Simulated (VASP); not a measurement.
Computed with LDA (Ceperley-Alder, Perdew-Zunger), VASP's LDA PAW potentials (set 64) (plane waves; VASP).

Input for VASP

### KPOINTS
```
Automatic mesh
0
Gamma
8 8 8
0 0 0
```

### INCAR
```
! general
SYSTEM  = ZrO2
PREC    = Accurate
ENCUT   = 620
LREAL   = F
LASPH   = T

! electronic loop
EDIFF   = 1E-6
NELM    = 100
ALGO    = Normal
LMAXMIX = 4

! smearing
ISMEAR  = 0
SIGMA   = 0.05

! ions
IBRION  = 2
NSW     = 40
ISIF    = 3
EDIFFG  = -0.02

! output
LWAVE   = F
LCHARG  = F
```

File POSCAR:
```
ZrO2
1
    0.0000000000     2.5148257373     2.5148257373
    2.5148257373     0.0000000000     2.5148257373
    2.5148257373     2.5148257373    -0.0000000000
Zr O
1 2
Direct
  0.0000000000   0.0000000000   0.0000000000
  0.2500000000   0.2500000000   0.2500000000
  0.7500000000   0.7500000000   0.7500000000
```

POTCAR, in this order: Zr_sv O (LDA.64 set). Program: vasp_std.

Estimate the energy per atom (σ→0), band gap (on the k-mesh).

The energy per atom (σ→0) is -10.458 eV/atom and the band gap (on the k-mesh) is 3.33 eV.

### OSZICAR
```
...
DAV:   7    -0.314349929392E+02    0.10652E+00   -0.14024E+00  1264   0.993E+00    0.708E+00
DAV:   8    -0.313754398745E+02    0.59553E-01   -0.16848E-01  1232   0.418E+00    0.407E-01
DAV:   9    -0.313746164393E+02    0.82344E-03   -0.15221E-02  1176   0.909E-01    0.319E-01
DAV:  10    -0.313746394704E+02   -0.23031E-04   -0.40850E-03  1160   0.641E-01    0.135E-01
DAV:  11    -0.313746365011E+02    0.29693E-05   -0.12876E-03  1136   0.303E-01    0.115E-01
DAV:  12    -0.313745824531E+02    0.54048E-04   -0.26954E-04  1136   0.126E-01    0.451E-03
DAV:  13    -0.313745827619E+02   -0.30878E-06   -0.60914E-06  1048   0.221E-02
   1 F= -.31374583E+02 E0= -.31374583E+02  d E =-.313746E+02
```

The compound is ZrO2 in the fluorite structure, the high-temperature cubic form, which is unstable at 0 K; the monoclinic form is the stable one. It was relaxed first.
